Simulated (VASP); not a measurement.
Given:

```
CELL_PARAMETERS angstrom
      1.63568     0.94436     5.90434
     -1.63568     0.94436     5.90434
      0.00000    -1.88872     5.90434
ATOMIC_POSITIONS crystal
  Ta 0.83336 0.83336 0.83336
  S  0.41197 0.41197 0.41197
  S  0.58767 0.58767 0.58767
```

Calculation: LDA (Ceperley-Alder, Perdew-Zunger), VASP's LDA PAW potentials (set 64) (plane waves; VASP). Settings: 400 eV cut-off, 12×12×12 Γ-centred mesh, tetrahedra with Blöchl corrections, potentials Ta_pv S.

Unless said otherwise, spin-orbit coupling is left out, though it shifts the bands of the heavy elements here.

Q: Predict the energy per atom (σ→0), band gap (on the k-mesh) with the smallest direct gap where there is one.

A: 
```
Item                                                         Value
------------------------  ----------------------------------------
band gap (on the k-mesh)  none (metal, semimetal or under 0.01 eV)
energy per atom (σ→0)                       -822.1 kJ/mol of atoms
```

The structure comes from a computed database's TaS2 entry (R3m); how it stands against other phases isn't given here. It was relaxed first, which changed the volume by -10 %. The electron count is odd and the run is not spin-polarised, which forces a metal.
